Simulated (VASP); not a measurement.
An input for Ansatz (written as the equivalent of a VASP run, and not itself run):

Ansatz 0.2 input:
```yaml
crystal:
  lattice:
    - [3.9137375, 0.0000000, 0.0000000]
    - [-1.9568688, 3.3893959, 0.0000000]
    - [0.0000000, 0.0000000, 5.0724298]
  atoms:
    - { symbol: Ni, position: [1.0000000, 1.0000000, 1.0000000] }
    - { symbol: Ni, position: [1.0000000, 1.0000000, 0.5000000] }
    - { symbol: Sb, position: [0.3333330, 0.6666670, 0.2500000] }
    - { symbol: Sb, position: [0.6666670, 0.3333330, 0.7500000] }
kpoints:
  mp_grid: { grid: [10, 10, 7] }
hamiltonian:
  xc: pbesol
  pseudopotentials: { kind: paw }
scf:
  occupations: { method: tetrahedron }
  max_iter: 100
output: { forces: true, stress: true, eigenvalues: true }
```

### Question
Write the VASP files for the same calculation (PBEsol).

### Answer
This is not unique; one that fits is 
**INCAR**
```
SYSTEM = NiSb
PREC = Accurate
ENCUT = 400
EDIFF = 1E-7
NELM = 100
ALGO = Normal
LREAL = .FALSE.
LASPH = .TRUE.
ISMEAR = -5
GGA = PS
LMAXMIX = 4
LWAVE = .FALSE.
LCHARG = .TRUE.
LORBIT = 11
NEDOS = 601
ISIF = 2
LEFG = .TRUE.
```

File KPOINTS:
```
Automatic
0
G
  10 10 7
0 0 0
```

**POSCAR**
```
NiSb
1
    3.9137375143    -0.0000000000    -0.0000000000
   -1.9568687572     3.3893959055     0.0000000000
   -0.0000000000     0.0000000000     5.0724298236
Ni Sb
2 2
Direct
  1.0000000000   1.0000000000   1.0000000000
  1.0000000000   1.0000000000   0.5000000000
  0.3333330000   0.6666670000   0.2500000000
  0.6666670000   0.3333330000   0.7500000000
```

POTCAR, in this order: Ni Sb (PBE.64 set). Program: vasp_std.

What does not carry over: each code has its own PAW files, so the cut-off isn't converted (ENCUT is set for VASP's; basis.ecutwfc is left out, and Ansatz then takes the one that its files recommend); Ansatz stops its SCF on the density residual and VASP on the energy change (EDIFF); the field gradients of LEFG aren't asked of the other code.

The structure was generated: NiSb was put into the NiAs type type (P6_3/mmc), which need not be its known phase. It was relaxed first, which changed the volume by -24 %.
